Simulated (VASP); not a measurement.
A convergence study with VASP on HfN (rock salt): one setting is varied, all else stays as given below, so the limit is that of these other settings.

```yaml
crystal:
  lattice:
    - [0.00000, 2.26000, 2.26000]
    - [2.26000, 0.00000, 2.26000]
    - [2.26000, 2.26000, 0.00000]
  atoms:
    - { symbol: Hf, position: [0.00000, 0.00000, 0.00000] }
    - { symbol: N, position: [0.50000, 0.50000, 0.50000] }
```

Computed with LDA (Ceperley-Alder, Perdew-Zunger), VASP's LDA PAW potentials (set 64) (plane waves; VASP 6.6.1). The tightest run used: 700 eV cut-off, 24×24×24 Γ-centred mesh, tetrahedra with Blöchl corrections, potentials Hf_pv N.

Q: The settings run are 3×3×3 mesh; 4×4×4 mesh; 5×5×5 mesh; 6×6×6 mesh; 7×7×7 mesh; 8×8×8 mesh; 9×9×9 mesh; 10×10×10 mesh; 11×11×11 mesh; 12×12×12 mesh; 13×13×13 mesh; 14×14×14 mesh; 15×15×15 mesh; 16×16×16 mesh; 17×17×17 mesh; 18×18×18 mesh; 19×19×19 mesh; 20×20×20 mesh; 21×21×21 mesh; 22×22×22 mesh; 23×23×23 mesh; 24×24×24 mesh. From which on does the stress (every component) stay within 0.1 GPa of the tightest run?

A: From 8×8×8 mesh on: it is off by 0.01 there and by no more than 0.1 in any finer run, while 7×7×7 mesh is off by 0.14.
| setting | E (eV/atom) | pressure (GPa) | irreducible k-points | difference judged (GPa) |
|---|---|---|---|---|
| 3×3×3 mesh | -12.0478 | -12.86 | 4 | 1.77 |
| 4×4×4 mesh | -11.9821 | -11.72 | 8 | 0.63 |
| 5×5×5 mesh | -11.9487 | -11.48 | 10 | 0.39 |
| 6×6×6 mesh | -11.9310 | -11.12 | 16 | 0.04 |
| 7×7×7 mesh | -11.9180 | -10.94 | 20 | 0.14 |
| 8×8×8 mesh | -11.9240 | -11.09 | 29 | 0.01 |
| 9×9×9 mesh | -11.9205 | -11.05 | 35 | 0.03 |
| 10×10×10 mesh | -11.9212 | -11.06 | 47 | 0.03 |
| 11×11×11 mesh | -11.9208 | -11.07 | 56 | 0.01 |
| 12×12×12 mesh | -11.9209 | -11.09 | 72 | 0.00 |
| 13×13×13 mesh | -11.9216 | -11.09 | 84 | 0.00 |
| 14×14×14 mesh | -11.9207 | -11.08 | 104 | 0.01 |
| 15×15×15 mesh | -11.9212 | -11.09 | 120 | 0.00 |
| 16×16×16 mesh | -11.9210 | -11.08 | 145 | 0.00 |
| 17×17×17 mesh | -11.9209 | -11.08 | 165 | 0.01 |
| 18×18×18 mesh | -11.9212 | -11.09 | 195 | 0.00 |
| 19×19×19 mesh | -11.9210 | -11.09 | 220 | 0.00 |
| 20×20×20 mesh | -11.9211 | -11.09 | 256 | 0.00 |
| 21×21×21 mesh | -11.9210 | -11.09 | 286 | 0.00 |
| 22×22×22 mesh | -11.9210 | -11.09 | 328 | 0.00 |
| 23×23×23 mesh | -11.9212 | -11.09 | 364 | 0.00 |
| 24×24×24 mesh | -11.9210 | -11.09 | 413 | 0.00 |

Left out are rungs that failed or repeat a setting and relaxations that didn't move; long series are thinned to 24 rows.

The compound is HfN in the rock salt structure. The cell was not relaxed at this level. The electron count is odd and the run is not spin-polarised, which forces a metal.
